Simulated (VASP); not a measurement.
Input:

```xyz
3
Lattice="1.5155 -2.6249 0.0000 1.5155 2.6249 0.0000 0.0000 0.0000 3.2282" Properties=species:S:1:pos:R:3 pbc="T T T"
Ti     0.0000     0.0000     0.0000
B      1.5155     0.8750     1.6141
B      1.5155    -0.8750     1.6141
```

Computed with PBE GGA, VASP's PBE PAW potentials (set 64) (plane waves; VASP 6.6.1). Settings: 600 eV cut-off, 10×10×10 Γ-centred mesh, first-order Methfessel-Paxton smearing of 0.10 eV, potentials Ti_sv B.

Each relaxation starts from this cell; other phases were not tried.

Task: The cell is relaxed at 2 GPa. What happens?

Result: The volume per atom goes from 8.56 to 8.50 Å³ (-0.7 %), and the cell becomes a = b = 3.0252 Å, c = 3.2163 Å, α = β = 90.00°, γ = 120.00°, space group P6/mmm.

Task: The cell is relaxed at 30 GPa. What happens?

Result: The volume per atom goes from 8.56 to 7.76 Å³ (-9.4 %), and the cell becomes a = b = 2.9457 Å, c = 3.0963 Å, α = β = 90.00°, γ = 120.00°, space group P6/mmm.

Failed runs are left out, and for metals the shear rows, which the mesh's noise covers.

The compound is TiB2 in the AlB2 type structure.
